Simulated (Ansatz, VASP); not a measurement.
## Ta3Ag in VASP and in Ansatz

```xyz
8
Lattice="5.8779 0.0000 0.0000 -2.9389 5.0904 0.0000 0.0000 0.0000 4.7179" Properties=species:S:1:pos:R:3 pbc="T T T"
Ta    2.9389    3.3902    1.1795
Ta   -1.4665    4.2403    3.5384
Ta    1.4724    0.8501    1.1795
Ta    0.0000    1.7002    3.5384
Ta    4.4055    0.8501    1.1795
Ta    1.4665    4.2403    3.5384
Ag    0.0000    3.3936    1.1795
Ag    2.9389    1.6968    3.5384
```

Alike in both runs: task single point; functional PBE; k mesh 6 × 6 × 4; occupations gaussian, width 0.1 eV; no spin polarisation.

```csv
,VASP,Ansatz
version,VASP 6.6.1,Ansatz 0.2.0
potentials or method,"VASP PAW PBE potentials, release 64 (Ta_pv, Ag)","scalar-relativistic, plane waves, PAW"
plane-wave cutoff (eV),520,420
valence electrons in the cell,88,116
```

|  | VASP | Ansatz | Ansatz less VASP |
| --- | --- | --- | --- |
| gap on the k mesh at the Fermi level (eV) | none | none | - |
| pressure (GPa) | 4.6 | 4.6 | +0.02 |
| largest component of the traceless stress (GPa) | 3.11 | 3.15 | +0.042 |
| rms of the force components (eV/Å) | 0.219 | 0.217 | -0.0013 |

Atom by atom the forces differ by 0.001 eV/Å (rms over components). A gap of «none» marks a metal or a gap that the smearing closes. With one functional, cell and mesh, what is left measures potentials, basis and numerics. The two sets of potentials don't hold the same shells in valence.

Spin-orbit coupling is left out, which matters for the levels of Ta.
